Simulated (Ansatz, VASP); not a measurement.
**TiAl3: VASP beside Ansatz**

Aim: how closely do two programs agree when they are given the same cell, functional and k mesh? The cell is taken from a series of runs on this material, whose earlier steps may have relaxed, scaled, displaced or heated it; both programs get it as it stands.

Calculated with Ansatz 0.2.0; plane waves, with VASP 6.6.1 beside it; zone-centre phonons at LDA.

## 1. Starting point

It takes space group I4/mmm (No. 139, tetragonal). Conventional cell: a = 3.754 Å, b = 3.754 Å, c = 8.425 Å, α = 90.00°, β = 90.00°, γ = 90.00°. Nearest to Al lie 4 Ti at 2.65 Å and 8 Al at 2.82 Å. Al has 8 Al at 2.65 to 2.82 Å and 4 Ti at 2.82 Å nearest. Nearest to Ti lie 12 Al at 2.65 to 2.82 Å. Farther neighbours are not listed.

Structure file:

```xyz
4
Lattice="-1.8768 1.8768 4.2125 1.8768 -1.8768 4.2125 1.8768 1.8768 -4.2125" Properties=species:S:1:pos:R:3 pbc="T T T"
Al    0.0000    0.0000    4.2125
Al    0.0000    1.8768    2.1063
Al    1.8768    0.0000    2.1063
Ti    0.0000    0.0000    0.0000
```

## 2. VASP: zone-centre phonons, LDA

Second derivatives magnify differences that forces hide, and they need a tight electronic threshold.

Lines of VASP's logs that name or quote its potential files are left out, and so is its time.

INCAR reads:

```
SYSTEM = TiAl3
PREC = Accurate
ENCUT = 500
EDIFF = 1E-08
NELM = 120
ISMEAR = 1
SIGMA = 0.2
LREAL = .FALSE.
ALGO = Normal
GGA = PW92
NBANDS = 16
LASPH = .TRUE.
LORBIT = 11
LWAVE = .FALSE.
LCHARG = .FALSE.
ISIF = 2
IBRION = 8
GGA_COMPAT = .FALSE.
KPAR = 2
```

POSCAR reads:

```
TiAl3
1.0
   -1.8767515952      1.8767515952      4.2125007417
    1.8767515952     -1.8767515952      4.2125007417
    1.8767515952      1.8767515952     -4.2125007417
Al Ti
3 1
Direct
    0.5000000000      0.5000000000      0.0000000000
    0.7500000000      0.2500000000      0.5000000000
    0.2500000000      0.7500000000      0.5000000000
    0.0000000000      0.0000000000      0.0000000000
```

KPOINTS reads:

```
Automatic mesh
0
Gamma
16 16 16
0 0 0
```

Potentials, in the order of the species: Al and Ti_sv (LDA family, release 64).

Started as:

```sh
mpirun -np 2 vasp_std
```

Numbers of over 12 decimals in the logs are rounded to 6 here.

What it wrote:

```text
[banner, memory and clock lines left out]
running    2 mpi-ranks, on    1 nodes
 distrk:  each k-point on    1 cores,    2 groups
 distr:  one band on    1 cores,    1 groups

 POSCAR found type information on POSCAR AlTi
 POSCAR found :  2 types and       4 ions
|                                                                             |
|               ----> ADVICE to this user running VASP <----                  |
|                                                                             |
|     You enforced a specific xc type in the INCAR file but a different       |
|     [... a line on the potential file left out ...]
|     I HOPE YOU KNOW WHAT YOU ARE DOING!                                     |
|                                                                             |

 LDA part: xc-table for (Slater(with rela. corr.)+PW92), standard interpolation
 POSCAR, INCAR and KPOINTS ok, starting setup
 FFT: planning ... GRIDC
 FFT: planning ... GRID_SOFT
 FFT: planning ... GRID
 WAVECAR not read
 entering main loop
       N       E                     dE             d eps       ncg     rms          rms(c)
DAV:   1     0.115045282624E+03    0.11505E+03   -0.92299E+03 11168   0.119E+03
DAV:   2    -0.164003978516E+02   -0.13145E+03   -0.12937E+03 11552   0.308E+02
DAV:   3    -0.244578139931E+02   -0.80574E+01   -0.79102E+01 18936   0.681E+01
DAV:   4    -0.246217442108E+02   -0.16393E+00   -0.16382E+00 12744   0.975E+00
DAV:   5    -0.246281377716E+02   -0.63936E-02   -0.63933E-02 18352   0.178E+00    0.113E+01
DAV:   6    -0.234460101261E+02    0.11821E+01   -0.25033E+01 16752   0.381E+01    0.623E+00
DAV:   7    -0.228275106081E+02    0.61850E+00   -0.74190E+00 14488   0.207E+01    0.315E+00
DAV:   8    -0.227879918577E+02    0.39519E-01   -0.10213E+00 14296   0.811E+00    0.145E+00
DAV:   9    -0.227547324925E+02    0.33259E-01   -0.29721E-01 15000   0.443E+00    0.232E-01
DAV:  10    -0.227561300868E+02   -0.13976E-02   -0.73725E-03 14152   0.678E-01    0.283E-01
DAV:  11    -0.227546657152E+02    0.14644E-02   -0.72757E-03 16536   0.599E-01    0.550E-02
DAV:  12    -0.227546524596E+02    0.13256E-04   -0.25782E-04 15080   0.124E-01    0.327E-02
DAV:  13    -0.227546528185E+02   -0.35889E-06   -0.44363E-06 12560   0.167E-02    0.311E-02
DAV:  14    -0.227546537395E+02   -0.92101E-06   -0.46672E-06 15032   0.172E-02    0.163E-02
DAV:  15    -0.227546520398E+02    0.16997E-05   -0.73826E-06 14760   0.206E-02    0.653E-03
DAV:  16    -0.227546519969E+02    0.42915E-07   -0.14018E-07 13232   0.255E-03    0.585E-03
DAV:  17    -0.227546519101E+02    0.86776E-07   -0.71247E-08 14888   0.224E-03    0.340E-03
DAV:  18    -0.227546518702E+02    0.39889E-07   -0.62064E-08 13560   0.202E-03    0.136E-03
DAV:  19    -0.227546518648E+02    0.53865E-08   -0.15301E-08  8088   0.977E-04
   1 F= -.22754652E+02 E0= -.22754974E+02  d E =0.965384E-03
 Linear response reoptimize wavefunctions to high precision
DAV:   1    -0.227546518643E+02    0.54229E-09   -0.11150E-08 15888   0.736E-04
DAV:   2    -0.227546518643E+02   -0.31832E-11   -0.11241E-10  6720   0.827E-05
 Linear response DOF=           6
 Linear response progress:
  Degree of freedom:   1/  6
       N       E                     dE             d eps       ncg     rms          rms(c)
RMM:   1    -0.892933116418E-02   -0.89293E-02    0.28459E-03 36353   0.136E+00
RMM:   2    -0.739525968526E-02    0.15341E-02   -0.18558E-03 39535   0.257E-01    0.478E-02
RMM:   3    -0.742881445385E-02   -0.33555E-04   -0.36953E-04 43069   0.114E-01    0.255E-02
RMM:   4    -0.754330613535E-02   -0.11449E-03   -0.12129E-04 43169   0.580E-02    0.735E-03
RMM:   5    -0.755357210789E-02   -0.10266E-04   -0.15138E-05 47084   0.221E-02    0.325E-03
RMM:   6    -0.756239472415E-02   -0.88226E-05   -0.26734E-06 50115   0.876E-03    0.960E-04
RMM:   7    -0.756302141496E-02   -0.62669E-06   -0.39239E-07 48356   0.325E-03    0.444E-04
RMM:   8    -0.756310651786E-02   -0.85103E-07   -0.11596E-07 46649   0.170E-03    0.180E-04
RMM:   9    -0.756333416189E-02   -0.22764E-06   -0.22917E-08 50618   0.701E-04    0.633E-05
RMM:  10    -0.756329786510E-02    0.36297E-07   -0.94349E-09 50185   0.327E-04    0.251E-05
RMM:  11    -0.756330386656E-02   -0.60015E-08   -0.83949E-09 52005   0.144E-04    0.724E-06
 first order change of Fermi-energy   0.19112E-03
 force on displaced ion       1 direction 1 :  -9.367  -0.000   0.000
 Linear response progress:
  Degree of freedom:   2/  6
       N       E                     dE             d eps       ncg     rms          rms(c)
RMM:   1    -0.110640204082E-01   -0.11064E-01    0.71527E-03 26373   0.741E-01
RMM:   2    -0.839665485719E-02    0.26674E-02   -0.15913E-03 23445   0.202E-01    0.493E-02
RMM:   3    -0.833028257748E-02    0.66372E-04   -0.56831E-04 23725   0.103E-01    0.222E-02
RMM:   4    -0.837767135457E-02   -0.47389E-04   -0.17201E-04 24291   0.531E-02    0.754E-03
RMM:   5    -0.837196643443E-02    0.57049E-05   -0.20812E-05 25234   0.213E-02    0.255E-03
RMM:   6    -0.837705650425E-02   -0.50901E-05   -0.50164E-06 26606   0.844E-03    0.675E-04
RMM:   7    -0.837534002123E-02    0.17165E-05   -0.11072E-06 26852   0.359E-03    0.289E-04
RMM:   8    -0.837469415896E-02    0.64586E-06   -0.32265E-07 27656   0.158E-03    0.138E-04
RMM:   9    -0.837487197276E-02   -0.17781E-06   -0.89510E-08 27945   0.702E-04    0.324E-05
[...]
RMM:   7    -0.743459527396E-02    0.14858E-05   -0.76479E-07 88889   0.272E-03    0.172E-04
RMM:   8    -0.743550256537E-02   -0.90729E-06   -0.14251E-07 90234   0.114E-03    0.812E-05
RMM:   9    -0.743542819083E-02    0.74375E-07    0.26203E-08 90571   0.506E-04    0.386E-05
RMM:  10    -0.743538398371E-02    0.44207E-07    0.30677E-08 89931   0.248E-04    0.153E-05
RMM:  11    -0.743546857103E-02   -0.84587E-07    0.94681E-08 88045   0.133E-04    0.886E-06
RMM:  12    -0.743543332309E-02    0.35248E-07    0.33142E-08 86734   0.760E-05    0.220E-06
RMM:  13    -0.743543176434E-02    0.15587E-08    0.40466E-08 93815   0.424E-05    0.171E-06
 first order change of Fermi-energy   0.11387E-05
 force on displaced ion       2 direction 1 :  -8.091  -0.000  -0.000
 Linear response progress:
  Degree of freedom:   4/  6
       N       E                     dE             d eps       ncg     rms          rms(c)
RMM:   1    -0.117492891665E-01   -0.11749E-01    0.18223E-03 41615   0.125E+00
RMM:   2    -0.876821374027E-02    0.29811E-02   -0.18110E-03 41419   0.272E-01    0.601E-02
RMM:   3    -0.870529823648E-02    0.62916E-04   -0.61593E-04 42124   0.141E-01    0.283E-02
RMM:   4    -0.879024506644E-02   -0.84947E-04   -0.21241E-04 45050   0.760E-02    0.102E-02
RMM:   5    -0.879610662272E-02   -0.58616E-05   -0.26458E-05 47788   0.293E-02    0.364E-03
RMM:   6    -0.880687595250E-02   -0.10769E-04   -0.55247E-06 50198   0.126E-02    0.141E-03
RMM:   7    -0.880581027814E-02    0.10657E-05   -0.10319E-06 49563   0.488E-03    0.644E-04
RMM:   8    -0.880509780412E-02    0.71247E-06   -0.32545E-07 49033   0.222E-03    0.286E-04
RMM:   9    -0.880545957170E-02   -0.36177E-06   -0.10772E-07 50381   0.899E-04    0.123E-04
RMM:  10    -0.880555025977E-02   -0.90688E-07   -0.38887E-08 50200   0.415E-04    0.287E-05
RMM:  11    -0.880553315785E-02    0.17102E-07   -0.22255E-08 52755   0.172E-04    0.805E-06
RMM:  12    -0.880554410627E-02   -0.10948E-07   -0.17631E-08 52214   0.722E-05    0.394E-06
RMM:  13    -0.880553124454E-02    0.12862E-07   -0.45821E-09 50662   0.363E-05    0.107E-06
RMM:  14    -0.880553386970E-02   -0.26252E-08   -0.66495E-09 52565   0.204E-05    0.550E-07
 first order change of Fermi-energy  -0.30800E-03
 force on displaced ion       2 direction 3 :   0.000  -0.000  -7.068
 Linear response progress:
  Degree of freedom:   5/  6
       N       E                     dE             d eps       ncg     rms          rms(c)
RMM:   1    -0.768497535651E+00   -0.76850E+00    0.10876E+01 20054   0.136E+02
RMM:   2    -0.680481968952E+00    0.88016E-01   -0.53420E-01 34326   0.587E+00    0.170E-01
RMM:   3    -0.679254095840E+00    0.12279E-02   -0.26547E-02 39647   0.128E+00    0.788E-02
RMM:   4    -0.680245455421E+00   -0.99136E-03   -0.18251E-02 46267   0.565E-01    0.368E-02
RMM:   5    -0.681811991971E+00   -0.15665E-02   -0.95485E-04 44858   0.170E-01    0.124E-02
RMM:   6    -0.682126705339E+00   -0.31471E-03   -0.24561E-04 48254   0.701E-02    0.384E-03
RMM:   7    -0.682022067054E+00    0.10464E-03   -0.39454E-05 47941   0.256E-02    0.305E-03
RMM:   8    -0.682107668694E+00   -0.85602E-04   -0.13960E-05 47955   0.125E-02    0.899E-04
RMM:   9    -0.682134576049E+00   -0.26907E-04   -0.62609E-06 50145   0.604E-03    0.155E-04
RMM:  10    -0.682128220436E+00    0.63556E-05   -0.42260E-06 52135   0.330E-03    0.205E-04
RMM:  11    -0.682134714591E+00   -0.64942E-05   -0.31130E-06 47702   0.200E-03    0.324E-05
RMM:  12    -0.682136079518E+00   -0.13649E-05   -0.24573E-06 51894   0.141E-03    0.116E-05
RMM:  13    -0.682136567716E+00   -0.48820E-06   -0.19746E-06 50419   0.107E-03    0.115E-05
RMM:  14    -0.682136920976E+00   -0.35326E-06   -0.16070E-06 48022   0.866E-04    0.117E-05
RMM:  15    -0.682136402614E+00    0.51836E-06   -0.12799E-06 46006   0.730E-04    0.777E-06
RMM:  16    -0.682136490008E+00   -0.87394E-07   -0.10425E-06 51216   0.620E-04    0.880E-06
RMM:  17    -0.682136465962E+00    0.24046E-07   -0.85218E-07 45440   0.540E-04    0.143E-05
RMM:  18    -0.682136603948E+00   -0.13799E-06   -0.69713E-07 42180   0.477E-04    0.119E-05
RMM:  19    -0.682136687935E+00   -0.83987E-07   -0.57662E-07 42407   0.420E-04    0.101E-05
RMM:  20    -0.682136698289E+00   -0.10354E-07   -0.47231E-07 44674   0.366E-04    0.122E-05
RMM:  21    -0.682136783157E+00   -0.84868E-07   -0.39583E-07 41436   0.326E-04    0.121E-05
RMM:  22    -0.682136829653E+00   -0.46496E-07   -0.32984E-07 42575   0.288E-04    0.126E-05
RMM:  23    -0.682136892855E+00   -0.63202E-07   -0.27389E-07 44449   0.261E-04    0.111E-05
 first order change of Fermi-energy  -0.28668E-03
 force on displaced ion       4 direction 1 : -11.226  -0.000  -0.000
 Linear response progress:
  Degree of freedom:   6/  6
       N       E                     dE             d eps       ncg     rms          rms(c)
RMM:   1    -0.717067244147E+00   -0.71707E+00    0.20414E+01 11345   0.141E+02
RMM:   2    -0.630130125480E+00    0.86937E-01   -0.59026E-01 18870   0.594E+00    0.177E-01
RMM:   3    -0.628825648575E+00    0.13045E-02   -0.28243E-02 22097   0.131E+00    0.780E-02
RMM:   4    -0.629623175067E+00   -0.79753E-03   -0.18598E-02 25336   0.561E-01    0.330E-02
RMM:   5    -0.630806871388E+00   -0.11837E-02   -0.73015E-04 25118   0.154E-01    0.125E-02
RMM:   6    -0.631245461189E+00   -0.43859E-03   -0.22469E-04 26061   0.660E-02    0.297E-03
RMM:   7    -0.631237629381E+00    0.78318E-05   -0.37254E-05 26858   0.233E-02    0.215E-03
RMM:   8    -0.631293318383E+00   -0.55689E-04   -0.17739E-05 25992   0.119E-02    0.815E-04
RMM:   9    -0.631318149620E+00   -0.24831E-04   -0.10984E-05 27289   0.608E-03    0.279E-04
RMM:  10    -0.631309206058E+00    0.89436E-05   -0.83941E-06 27670   0.345E-03    0.947E-05
RMM:  11    -0.631310936137E+00   -0.17301E-05   -0.74664E-06 27845   0.212E-03    0.470E-05
RMM:  12    -0.631311927149E+00   -0.99101E-06   -0.66254E-06 26604   0.163E-03    0.111E-05
RMM:  13    -0.631312322241E+00   -0.39509E-06   -0.56370E-06 27707   0.132E-03    0.121E-05
RMM:  14    -0.631312336752E+00   -0.14511E-07   -0.50636E-06 28208   0.114E-03    0.226E-05
RMM:  15    -0.631312196420E+00    0.14033E-06   -0.45287E-06 27320   0.100E-03    0.246E-05
RMM:  16    -0.631312255253E+00   -0.58834E-07   -0.40727E-06 24268   0.909E-04    0.248E-05
RMM:  17    -0.631312333162E+00   -0.77909E-07   -0.37164E-06 23580   0.832E-04    0.239E-05
 first order change of Fermi-energy   0.33535E-03
 force on displaced ion       4 direction 3 :  -0.000  -0.000  -8.579
 Linear response finished
```

(Continued in part 2 of 2.)

[Lines on the potential files, build, host, timing and source positions are cut from VASP's logs without a mark.]

[Logs are printed without paths, hosts, clocks, repeated set-up lines and the standing remarks that a program may print on its own settings, such as how far it seeks lower states.]

[Hosts, paths, dates, database ids (printed as entryN), source tags and the programs' standing remarks are cut or masked in the printed files.]
